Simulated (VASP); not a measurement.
A run of VASP 6.6.1 is set up as follows.

POSCAR

```
SbSe2I3Cl6
1.0
    7.0415860000      0.0000000000      0.0000000000
    1.0991570000      7.0432150000      0.0000000000
    0.9340760000      0.1272760000      7.5954450000
Cl Se Sb I
6 2 1 3
Direct
    0.7129700000      0.6957100000      0.4413700000
    0.2870300000      0.3042900000      0.5586300000
    0.8464800000      0.2263000000      0.4957400000
    0.1535200000      0.7737000000      0.5042600000
    0.0985900000      0.4739100000      0.1988400000
    0.9014100000      0.5260900000      0.8011600000
    0.4922300000      0.2478300000      0.9069100000
    0.5077700000      0.7521700000      0.0930900000
    0.0000000000      0.5000000000      0.5000000000
    0.6614600000      0.2313300000      0.1684200000
    0.3385400000      0.7686700000      0.8315800000
    0.0000000000      0.0000000000      0.0000000000
```

The input INCAR.step1:

```
SYSTEM = SbSe2I3Cl6
ALGO = Normal
EDIFF = 1E-4
ENCUT = 520
GGA = PE
ISMEAR = -1
LASPH = .TRUE.
LCHARG = .FALSE.
LREAL = .FALSE.
LWAVE = .TRUE.
NBANDS = 52
NELM = 80
PREC = Accurate
SIGMA = 0.0687
```

Contents of INCAR.step2:

```
SYSTEM = SbSe2I3Cl6
ALGO = Normal
EDIFF = 1E-7
ENCUT = 520
ISIF = 2
ISMEAR = -1
ISTART = 1
LASPH = .TRUE.
LCHARG = .TRUE.
LELF = .TRUE.
LMIXTAU = .TRUE.
LREAL = .FALSE.
LVHAR = .TRUE.
LWAVE = .FALSE.
METAGGA = R2SCAN
NBANDS = 52
NELM = 80
PREC = Accurate
SIGMA = 0.0687
```

Contents of KPOINTS:

```
Automatic mesh
0
Gamma
  3 3 3
  0 0 0.5
```

Potentials or basis: VASP PAW PBE potentials, release 64 (Cl, Se, Sb, I).

The run is started by

```bash
$ cat potpaw_PBE.64/Cl/POTCAR potpaw_PBE.64/Se/POTCAR potpaw_PBE.64/Sb/POTCAR potpaw_PBE.64/I/POTCAR > POTCAR
$ cp INCAR.step1 INCAR
$ mpirun -np 1 vasp_std > vasp.out
$ cp INCAR.step2 INCAR
$ mpirun -np 1 vasp_std > vasp.out
```

**Question.** What does it give for the largest force?

**Answer.** 0.855 eV/Å.

**Question.** Predict the pressure.

**Answer.** 2.6 GPa.

Stress tensor (GPa, compression positive):
```
 3.07 -0.43  0.50
-0.43  1.84  0.71
 0.50  0.71  2.88
```

Caveat: the PAW data sets were made with another functional, which shifts forces and pressure a little. Spin-orbit coupling is left out, which matters for the levels of I, Sb.
